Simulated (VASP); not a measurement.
Method: r2SCAN meta-GGA, VASP's PBE PAW potentials (set 64) (plane waves; VASP).

VASP ran on this input.

### KPOINTS
```
Automatic mesh
0
Gamma
12 12 6
0 0 0
```

INCAR:
```
! general
SYSTEM =Lu
PREC   =Accurate
ENCUT  =480
LREAL  =F
LASPH  =T

! electronic loop
EDIFF  =1E-7
NELM   =100
ALGO   =Normal
LMAXMIX=6
LMIXTAU=T

! smearing
ISMEAR =1
SIGMA  =0.1

! functional
METAGGA=R2SCAN

! ions
ISIF   =2

! output
LWAVE  =F
LCHARG =F
```

File POSCAR:
```
Lu
1.0
  1.7559190785  -3.0413411456   0.0000000000
  1.7559190785   3.0413411456   0.0000000000
  0.0000000000   0.0000000000   5.4728667990
Lu
2
Cartesian
  1.7559190785   1.0137824094   1.3682166998
  1.7559190785  -1.0137824094   4.1046500992
```

POTCAR, in this order: Lu_3 (PBE.64 set). Program: vasp_std.

The resulting files:

**OSZICAR**
```
       N       E                     dE             d eps       ncg     rms          rms(c)
DAV:   1    -0.218062158375E+02   -0.21806E+02   -0.86789E+03  3342   0.146E+03
DAV:   2    -0.753327140904E+02   -0.53526E+02   -0.52402E+02  3358   0.729E+02
DAV:   3    -0.777050070542E+02   -0.23723E+01   -0.22758E+01  3616   0.654E+01
DAV:   4    -0.778185823389E+02   -0.11358E+00   -0.11002E+00  3624   0.925E+00
DAV:   5    -0.778222748826E+02   -0.36925E-02   -0.36746E-02  3330   0.189E+00    0.311E+01
DAV:   6    -0.763800102191E+02    0.14423E+01   -0.49954E-01  3134   0.173E+01    0.163E+01
DAV:   7    -0.749895902128E+02    0.13904E+01   -0.46420E-01  3584   0.125E+01    0.576E-01
DAV:   8    -0.762770081363E+02   -0.12874E+01   -0.44447E-01  3713   0.815E+00    0.280E+00
DAV:   9    -0.761720376066E+02    0.10497E+00   -0.60497E-02  3216   0.340E+00    0.784E-01
DAV:  10    -0.761579490955E+02    0.14089E-01   -0.15479E-03  3358   0.734E-01    0.828E-01
DAV:  11    -0.761654510228E+02   -0.75019E-02   -0.79831E-03  3104   0.116E+00    0.334E-01
DAV:  12    -0.761559115997E+02    0.95394E-02   -0.26673E-02  2995   0.179E+00    0.154E-01
DAV:  13    -0.761576324561E+02   -0.17209E-02   -0.10258E-03  3174   0.525E-01    0.774E-02
DAV:  14    -0.761576395696E+02   -0.71135E-05   -0.17978E-05  3242   0.666E-02    0.776E-02
DAV:  15    -0.761575906312E+02    0.48938E-04   -0.17825E-06  3246   0.267E-02    0.822E-02
DAV:  16    -0.761577593749E+02   -0.16874E-03   -0.30132E-04  3129   0.250E-01    0.631E-02
DAV:  17    -0.761577562097E+02    0.31652E-05   -0.54344E-06  3215   0.461E-02    0.649E-02
DAV:  18    -0.761577669641E+02   -0.10754E-04   -0.28146E-07  2234   0.120E-02    0.780E-02
DAV:  19    -0.761577639829E+02    0.29813E-05   -0.70189E-05  3056   0.993E-02    0.512E-02
DAV:  20    -0.761577451882E+02    0.18795E-04   -0.27868E-05  3459   0.754E-02    0.180E-02
DAV:  21    -0.761577550392E+02   -0.98510E-05   -0.50483E-06  3198   0.277E-02    0.788E-03
DAV:  22    -0.761577579918E+02   -0.29526E-05   -0.28573E-07  2208   0.771E-03    0.653E-03
DAV:  23    -0.761577597335E+02   -0.17417E-05   -0.20771E-07  1724   0.808E-03    0.601E-03
DAV:  24    -0.761577619319E+02   -0.21984E-05   -0.70202E-08  1320   0.119E-02    0.665E-03
DAV:  25    -0.761577629215E+02   -0.98959E-06   -0.56115E-08  1258   0.687E-03    0.582E-03
DAV:  26    -0.761577621699E+02    0.75163E-06   -0.43779E-08  1258   0.914E-03    0.420E-03
DAV:  27    -0.761577617876E+02    0.38224E-06   -0.43209E-08  1293   0.679E-03    0.215E-03
DAV:  28    -0.761577616338E+02    0.15380E-06   -0.27552E-08  1228   0.828E-03    0.129E-03
DAV:  29    -0.761577616569E+02   -0.23080E-07   -0.21816E-08  1228   0.585E-03
   1 F= -.76157762E+02 E0= -.76157757E+02  d E =-.141499E-04
```

**OUTCAR**
```
------------------------ aborting loop because EDIFF is reached ----------------------------------------
  FORCE on cell =-STRESS in cart. coord.  units (eV):
  Direction    XX          YY          ZZ          XY          YZ          ZX
  --------------------------------------------------------------------------------------
  Total       -0.0019848     -0.0019848      0.0245713      0.0000000     -0.0000000      0.0000000
  in kB       -0.0544024     -0.0544024      0.6734779      0.0000000     -0.0000000      0.0000000
  external PRESSURE =       0.1882244 kB  Pullay stress =       0.0000000 kB
  volume of cell :       58.45
      direct lattice vectors                 reciprocal lattice vectors
     1.755919079 -3.041341146  0.000000000     0.284751163 -0.164401156  0.000000000
     1.755919079  3.041341146  0.000000000     0.284751163  0.164401156  0.000000000
     0.000000000  0.000000000  5.472866799     0.000000000  0.000000000  0.182719594
 POSITION                                       TOTAL-FORCE (eV/Angst)
 -----------------------------------------------------------------------------------
      1.75592      1.01378      1.36822         0.000000     -0.000000      0.000000
      1.75592     -1.01378      4.10465        -0.000000      0.000000      0.000000
 -----------------------------------------------------------------------------------
    total drift:                               -0.000002      0.000070     -0.000011
  FREE ENERGIE OF THE ION-ELECTRON SYSTEM (eV)
  ---------------------------------------------------
  free  energy   TOTEN  =       -76.1577616569 eV

  energy  without entropy=      -76.1577475070  energy(sigma->0) =      -76.15775694
```
(Selected blocks of OUTCAR.)

The compound is Lu in the hcp structure. It was relaxed first.
